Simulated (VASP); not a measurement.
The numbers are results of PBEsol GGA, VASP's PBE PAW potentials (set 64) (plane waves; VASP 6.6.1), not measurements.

VASP input:

POSCAR:
```
KF
1
    0.0000000000     2.6557847636     2.6557847636
    2.6557847636     0.0000000000     2.6557847636
    2.6557847636     2.6557847636     0.0000000000
K F
1 1
Direct
  0.0000000000   0.0000000000   0.0000000000
  0.5000000000   0.5000000000   0.5000000000
```

**KPOINTS**
```
Automatic mesh
0
G
  8 8 8
0 0 0
```

**INCAR**
```
SYSTEM = KF
PREC = Accurate
ENCUT = 520
EDIFF = 1E-6
NELM = 100
ALGO = Normal
LREAL = .FALSE.
LASPH = .TRUE.
ISMEAR = 0
SIGMA = 0.05
GGA = PS
LWAVE = .FALSE.
LCHARG = .FALSE.
IBRION = 2
ISIF = 3
NSW = 60
EDIFFG = -0.01
```

POTCAR, in this order: K_sv F (PBE.64 set). Program: vasp_std.

Output

### OSZICAR
```
       N       E                     dE             d eps       ncg     rms          rms(c)
DAV:   1     0.115006947514E+03    0.11501E+03   -0.84677E+03   696   0.130E+03
DAV:   2    -0.463958574777E+01   -0.11965E+03   -0.10991E+03   844   0.330E+02
DAV:   3    -0.950662915389E+01   -0.48670E+01   -0.48445E+01   884   0.632E+01
DAV:   4    -0.964061819272E+01   -0.13399E+00   -0.13390E+00  1076   0.919E+00
DAV:   5    -0.964164253579E+01   -0.10243E-02   -0.10243E-02   844   0.984E-01    0.592E+00
DAV:   6    -0.855599445229E+01    0.10856E+01   -0.37443E+00   752   0.177E+01    0.402E+00
DAV:   7    -0.852418781456E+01    0.31807E-01   -0.11635E-01   920   0.316E+00    0.242E+00
DAV:   8    -0.851792392704E+01    0.62639E-02   -0.52246E-02   772   0.271E+00    0.212E-01
DAV:   9    -0.851953662315E+01   -0.16127E-02   -0.64407E-03   928   0.688E-01    0.119E-01
DAV:  10    -0.851989902005E+01   -0.36240E-03   -0.77758E-04   856   0.276E-01    0.703E-02
DAV:  11    -0.852012651065E+01   -0.22749E-03   -0.36947E-04   740   0.151E-01    0.217E-02
DAV:  12    -0.852011663032E+01    0.98803E-05   -0.66291E-05   884   0.723E-02    0.775E-03
DAV:  13    -0.852011652273E+01    0.10759E-06   -0.63429E-06   768   0.248E-02
   1 F= -.85201165E+01 E0= -.85201165E+01  d E =-.852012E+01
```

**OUTCAR**
```
------------------------ aborting loop because EDIFF is reached ----------------------------------------
  FORCE on cell =-STRESS in cart. coord.  units (eV):
  Direction    XX          YY          ZZ          XY          YZ          ZX
  --------------------------------------------------------------------------------------
  Total       -0.0083739     -0.0083739     -0.0083739      0.0000000      0.0000000      0.0000000
  in kB       -0.3581222     -0.3581222     -0.3581222      0.0000000      0.0000000      0.0000000
  external PRESSURE =      -0.3581222 kB  Pullay stress =       0.0000000 kB
  volume of cell :       37.46
      direct lattice vectors                 reciprocal lattice vectors
     0.000000000  2.655784764  2.655784764    -0.188268269  0.188268269  0.188268269
     2.655784764  0.000000000  2.655784764     0.188268269 -0.188268269  0.188268269
     2.655784764  2.655784764  0.000000000     0.188268269  0.188268269 -0.188268269
  FREE ENERGIE OF THE ION-ELECTRON SYSTEM (eV)
  ---------------------------------------------------
  free  energy   TOTEN  =        -8.5201165227 eV

  energy  without entropy=       -8.5201165227  energy(sigma->0) =       -8.52011652

 reached required accuracy - stopping structural energy minimisation
```
(Selected blocks of OUTCAR.)

The compound is KF in the rock salt structure. It was relaxed first. The start is the result of an earlier pass.
